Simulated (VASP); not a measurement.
# Sc3V (P6_3/mmc) in VASP: equation of state with PW91

Aim: the equation of state of Sc3V with PW91.

Everything below comes from runs of VASP 6.6.1. Logs are shortened: lines on timing, memory, paths and dates and some standing lists are left out, and cuts for length are marked.

### Step 1. Starting point

It takes space group P6_3/mmc (No. 194, hexagonal). Conventional cell: a = 6.334 Å, b = 6.334 Å, c = 4.923 Å, α = 90.00°, β = 90.00°, γ = 120.00°. V (site symmetry -6m2) has 12 Sc at 3.04 to 3.17 Å as nearest neighbours. Around Sc (site symmetry mm2) lie 4 V at 3.04 to 3.17 Å and 8 Sc at 3.08 to 3.25 Å.

The cell comes from a database or a generator and needn't be the stable form of this composition.

### Step 2. Equation of state, PW91, collinear spin, ferromagnetic start

Input file run.py:

```python
from ase.calculators.vasp import Vasp
from ase.eos import EquationOfState
from ase.io import Trajectory
from ase.spacegroup import crystal
from ase.units import GPa

atoms = crystal(
    ['V', 'Sc'],
    basis=[[0.3333333333, 0.6666666667, 0.75], [0.1712500049, 0.3425000099, 0.25]],
    spacegroup=194,
    setting=1,
    cellpar=[6.33422193, 6.33422193, 4.923376, 90.0, 90.0, 120.0],
    primitive_cell=True,
)
atoms.set_initial_magnetic_moments([2.0, 2.0, 0.0, 0.0, 0.0, 0.0, 0.0, 0.0])
calc = Vasp(
    directory='calc',
    pp='PBE',
    setups='minimal',
    prec='Accurate',
    encut=250,
    ediff=1e-06,
    ismear=-1,
    sigma=0.05,
    lreal=False,
    lasph=True,
    nelm=100,
    algo='Fast',
    isif=2,
    lwave=False,
    lcharg=False,
    ispin=2,
    lorbit=11,
    nupdown=3,
    lmaxmix=4,
    gga='91',
    kpts=[5, 5, 6],
    gamma=False,
)
atoms.calc = calc
cell = atoms.cell.copy()
volumes, energies = [], []
traj = Trajectory('eos.traj', 'w')
for x in [0.94, 0.96, 0.98, 1.0, 1.02, 1.04, 1.06]:
    atoms.set_cell(cell * x ** (1 / 3), scale_atoms=True)
    volumes.append(atoms.get_volume())
    energies.append(atoms.get_potential_energy())
    traj.write(atoms)
    print(f'{x:5.2f} {volumes[-1]:12.5f} {energies[-1]:14.6f}')

v0, e0, B = EquationOfState(volumes, energies, eos='vinet').fit()
print(f'V0 = {v0:.4f} A^3, E0 = {e0:.6f} eV, B = {B / GPa:.2f} GPa')
```

Potentials or basis: VASP PAW PBE potentials, release 64 (V, Sc_sv).

Command:

```bash
$ python run.py
```

What it wrote:

```text
0.94    160.80814     -53.508979
 0.96    164.22959     -53.579515
 0.98    167.65104     -53.616644
 1.00    171.07249     -53.623538
 1.02    174.49394     -53.603020
 1.04    177.91539     -53.558038
 1.06    181.33684     -53.490492
V0 = 170.1787 A^3, E0 = -53.624472 eV, B = 65.29 GPa
```

OUTCAR:

```text
ENCUT = 250.000000
   NUPDOWN = 3.000000
   EDIFF = 1.00e-06
   GGA = 91
   PREC = Accurate
   ISIF = 2
   ISMEAR = -1
   ISPIN = 2
   LORBIT = 11
   NELM = 100
   LASPH = .TRUE.
   LREAL = .FALSE.

 ion  position               nearest neighbor table
   1  0.333  0.667  0.750-   5 3.10   5 3.10   3 3.10   3 3.10   4 3.10   4 3.10   6 3.23   8 3.23
                             7 3.23   7 3.23   8 3.23   6 3.23
   2  0.667  0.333  0.250-   8 3.10   8 3.10   6 3.10   6 3.10   7 3.10   7 3.10   3 3.23   5 3.23
                             4 3.23   4 3.23   5 3.23   3 3.23
   3  0.171  0.343  0.250-   1 3.10   1 3.10   5 3.14   4 3.14   7 3.16   7 3.16   8 3.16   8 3.16
                             2 3.23   2 3.23   5 3.32   4 3.32
   4  0.657  0.829  0.250-   1 3.10   1 3.10   5 3.14   3 3.14   6 3.16   6 3.16   8 3.16   8 3.16
                             2 3.23   2 3.23   5 3.32   3 3.32
   5  0.171  0.829  0.250-   1 3.10   1 3.10   3 3.14   4 3.14   7 3.16   6 3.16   6 3.16   7 3.16
                             2 3.23   2 3.23   3 3.32   4 3.32
   6  0.829  0.657  0.750-   2 3.10   2 3.10   8 3.14   7 3.14   4 3.16   4 3.16   5 3.16   5 3.16
                             1 3.23   1 3.23   8 3.32   7 3.32
   7  0.343  0.171  0.750-   2 3.10   2 3.10   8 3.14   6 3.14   3 3.16   3 3.16   5 3.16   5 3.16
                             1 3.23   1 3.23   8 3.32   6 3.32
   8  0.829  0.171  0.750-   2 3.10   2 3.10   6 3.14   7 3.14   4 3.16   3 3.16   3 3.16   4 3.16
                             1 3.23   1 3.23   6 3.32   7 3.32

  LATTYP: Found a hexagonal cell.
 ALAT       =     6.4584538999
 C/A-ratio  =     0.7772661038

  Lattice vectors:

 A1 = (   6.4584538999,   0.0000000000,   0.0000000000)
 A2 = (  -3.2292269499,   5.5931851465,   0.0000000000)
 A3 = (   0.0000000000,   0.0000000000,   5.0199372992)

Analysis of symmetry for initial positions (statically):
=====================================================================
 Subroutine PRICEL returns:
 Original cell was already a primitive cell.

 Routine SETGRP: Setting up the symmetry group for a
 hexagonal supercell.

 Subroutine GETGRP returns: Found 24 space group operations
 (whereof 12 operations were pure point group operations)
 out of a pool of 24 trial point group operations.

The static configuration has the point symmetry D_3d.
 The point group associated with its full space group is D_6h.

Analysis of symmetry for dynamics (positions and initial velocities):
=====================================================================
 Subroutine PRICEL returns:
 Original cell was already a primitive cell.

 Routine SETGRP: Setting up the symmetry group for a
 hexagonal supercell.

 Subroutine GETGRP returns: Found 24 space group operations
 (whereof 12 operations were pure point group operations)
 out of a pool of 24 trial point group operations.

The dynamic configuration has the point symmetry D_3d.
 The point group associated with its full space group is D_6h.

Analysis of structural, dynamic, and magnetic symmetry:
=====================================================================
 Subroutine PRICEL returns:
 Original cell was already a primitive cell.

 Routine SETGRP: Setting up the symmetry group for a
 hexagonal supercell.

 Subroutine GETGRP returns: Found 24 space group operations
 (whereof 12 operations were pure point group operations)
 out of a pool of 24 trial point group operations.

The overall configuration has the point symmetry D_3d.
 The point group associated with its full space group is D_6h.

 Subroutine INISYM returns: Found 24 space group operations
 (whereof 12 operations are pure point group operations),
 and found     1 'primitive' translations

----------------------------------------------------------------------------------------

                                     Primitive cell

  volume of cell :     181.3368

  direct lattice vectors                    reciprocal lattice vectors
     6.458453900  0.000000000  0.000000000     0.154835819  0.089394502  0.000000000
    -3.229226950  5.593185146  0.000000000     0.000000000  0.178789004  0.000000000
     0.000000000  0.000000000  5.019937299     0.000000000  0.000000000  0.199205675

  length of vectors
[... 83 lines left out ...]
   NELM   =    100;   NELMIN=  2; NELMDL=  0     # of ELM steps
   EDIFF  = 0.1E-05   stopping-criterion for ELM
   LREAL  =      F    real-space projection
   EDIFFG = 0.1E-04   stopping-criterion for IOM
   NSW    =      0    number of steps for IOM
   IBRION =     -1    ionic relax: 0-MD 1-quasi-New 2-CG
   NFREE  =      0    steps in history (QN), initial steepest desc. (CG)
   ISIF   =      2    stress and relaxation
   ISYM   =      2    0-nonsym 1-usesym 2-fastsym
   POTIM  = 0.5000    time-step for ionic-motion
   TEBEG  =    0.0;   TEEND  =   0.0 temperature during run
   PSTRESS=    0.0 pullay stress
   NELECT =      76.0000    total number of electrons
   NUPDOWN=       3.0000    fix difference up-down
   EMIN   =  10.00;   EMAX   =-10.00  energy-range for DOS
   EFERMI =   0.00;   METHOD = LEGACY
   ISMEAR =    -1;   SIGMA  =   0.05  broadening in eV -4-tet -1-fermi 0-gaus
   EFERMI_NEDOS =   21; number of points for ismear=-14 and -15
   IALGO  =     68    algorithm
   IMIX   =      4    mixing-type and parameters
     AMIX     =   0.40;   BMIX     =  1.00
     AMIX_MAG =   1.60;   BMIX_MAG =  1.00
  volume/ion in A,a.u.               =      22.67       152.97
  Fermi-wavevector in a.u.,A,eV,Ry     =   1.225135  2.315170 20.421749  1.500956
  Thomas-Fermi vector in A             =   2.360184
   LORBIT       =     11    0 simple, 1 ext, 2 COOP (PROOUT), +10 PAW based schemes
   GGA     = 91    functional components
   LHFCALC =     F    Hartree Fock is set to
   AEXX    =    0.0000 exact exchange contribution
   IVDW    =     0    specifies the selected vdW correction
   LEPSILON=     F    determine dielectric tensor
   LRPA    =     F    only Hartree local field effects (RPA)
 spin polarized calculation
 RMM-DIIS sequential band-by-band and
  energy-cutoff  :      250.00
  volume of cell :      181.34
 maximum number of plane-waves:      1644
 NGX is ok and might be reduce to    36
   NGX = 17   NGY = 17   NGZ = 13

 number of electron      76.0000057 magnetization       2.9999995

 Free energy of the ion-electron system (eV)
  ---------------------------------------------------
  ext. energy  EPLUGINS =         0.00000000
  ---------------------------------------------------
  free energy    TOTEN  =       -53.54286927 eV

  energy without entropy =      -53.43811559  energy(sigma->0) =      -53.49049243

 E-fermi :   3.7949     XC(G=0): -10.1875

 val. band max:        3.7946801921   @ k =   0.4000   0.0000   0.4167
 cond. band min:       3.7895637977   @ k =   0.4000   0.2000   0.2500
 fundamental gap:     -0.0051163944
 Fermi energy:         3.7705064365

 spin component 1

 k-point     1 :       0.0000    0.0000    0.0833
  band No.  band energies     occupation
      1     -45.3894      1.00000
      2     -45.3400      1.00000
      3     -45.3400      1.00000
      4     -45.3324      1.00000
      5     -45.3123      1.00000
      6     -45.3123      1.00000
[... 739 lines left out ...]
     46       4.6475      0.00000
     47       4.7220      0.00000
 Fermi energy:         3.7948796518

 spin component 2

 k-point     1 :       0.0000    0.0000    0.0833
  band No.  band energies     occupation
      1     -45.4838      1.00000
      2     -45.4339      1.00000
      3     -45.4339      1.00000
      4     -45.4266      1.00000
      5     -45.4062      1.00000
      6     -45.4062      1.00000
[... 739 lines left out ...]
     46       4.8163      0.00000
     47       4.9363      0.00000

------------------------ aborting loop because EDIFF is reached ----------------------------------------

  FORCE on cell =-STRESS in cart. coord.  units (eV):
  Direction    XX          YY          ZZ          XY          YZ          ZX
  --------------------------------------------------------------------------------------
  -------------------------------------------------------------------------------------
  Total       -4.3992005     -4.3992005     -4.8968903     -0.0000000     -0.0000000     -0.0000000
  in kB      -38.8685452    -38.8685452    -43.2658164     -0.0000000     -0.0000000     -0.0000000
  external PRESSURE =     -40.3343023 kB  Pullay stress =       0.0000000 kB

 VOLUME and BASIS-vectors are now :
 -----------------------------------------------------------------------------
  energy-cutoff  :      250.00
  volume of cell :      181.34
      direct lattice vectors                 reciprocal lattice vectors
     6.458453900  0.000000000  0.000000000     0.154835819  0.089394502  0.000000000
    -3.229226950  5.593185146  0.000000000     0.000000000  0.178789004  0.000000000
     0.000000000  0.000000000  5.019937299     0.000000000  0.000000000  0.199205675

 POSITION                                       TOTAL-FORCE (eV/Angst)
 -----------------------------------------------------------------------------------
     -0.00000      3.72879      3.76495         0.000000      0.000000      0.000000
      3.22923      1.86440      1.25498        -0.000000      0.000000      0.000000
     -0.00000      1.91567      1.25498         0.000000      0.017492     -0.000000
      1.57021      4.63535      1.25498        -0.015148     -0.008746      0.000000
     -1.57021      4.63535      1.25498         0.015148     -0.008746      0.000000
      3.22923      3.67752      3.76495        -0.000000     -0.017492      0.000000
      1.65902      0.95783      3.76495         0.015148      0.008746     -0.000000
      4.79944      0.95783      3.76495        -0.015148      0.008746      0.000000
 -----------------------------------------------------------------------------------
    total drift:                               -0.000001      0.000001     -0.000000

  FREE ENERGIE OF THE ION-ELECTRON SYSTEM (eV)
  ---------------------------------------------------
  free  energy   TOTEN  =       -53.5428692724 eV

  energy  without entropy=      -53.4381155915  energy(sigma->0) =      -53.49049243

 total charge

# of ion       s       p       d       tot
------------------------------------------
    1        0.472   0.339   3.252   4.063
    2        0.472   0.339   3.252   4.063
    3        2.272   6.109   1.017   9.398
    4        2.272   6.109   1.017   9.398
    5        2.272   6.109   1.017   9.398
    6        2.272   6.109   1.017   9.398
    7        2.272   6.109   1.017   9.398
    8        2.272   6.109   1.017   9.398
--------------------------------------------------
tot         14.579  37.329  12.605  64.513

 magnetization (x)

# of ion       s       p       d       tot
------------------------------------------
    1        0.033   0.001   1.829   1.863
    2        0.033   0.001   1.829   1.863
    3       -0.011  -0.004  -0.111  -0.126
    4       -0.011  -0.004  -0.111  -0.126
    5       -0.011  -0.004  -0.111  -0.126
    6       -0.011  -0.004  -0.111  -0.126
    7       -0.011  -0.004  -0.111  -0.126
    8       -0.011  -0.004  -0.111  -0.126
--------------------------------------------------
tot         -0.002  -0.020   2.994   2.972
```

INCAR:

```text
ENCUT = 250.000000
SIGMA = 0.050000
NUPDOWN = 3.000000
EDIFF = 1.00e-06
ALGO = Fast
GGA = 91
PREC = Accurate
ISIF = 2
ISMEAR = -1
ISPIN = 2
LMAXMIX = 4
LORBIT = 11
NELM = 100
LASPH = .TRUE.
LCHARG = .FALSE.
LWAVE = .FALSE.
LREAL = .FALSE.
MAGMOM = 2*2.0000 6*0.0000
```

Wall time 30 min (1 thread of Intel Xeon Platinum 8375C at 2.90GHz (Ice Lake), shared host); peak memory 0.24 GiB.

The run converged, but some of its settings lie outside the range that counts as converged (typed here: ENCUT = 250; shifted = yes), so its numbers aren't taken as properties of the crystal.

What came out:

```yaml
Equilibrium_volume: 21.27 Å³/atom
Bulk_modulus_at_fixed_shape_and_positions: 65 GPa
Pressure_derivative_of_the_bulk_modulus: 4.0
```

Caveat: the cutoff is under 1.25 times the usual one of these potentials, so pressure, stress and relaxed cells hold a basis-set (Pulay) error; the cell was scaled at fixed shape and fractional positions, which overstates the stiffness of a crystal with free parameters, most of all of layers and chains; the PAW data sets were made with another functional, which shifts forces and pressure a little; the total moment is fixed, so each spin has its own Fermi level.
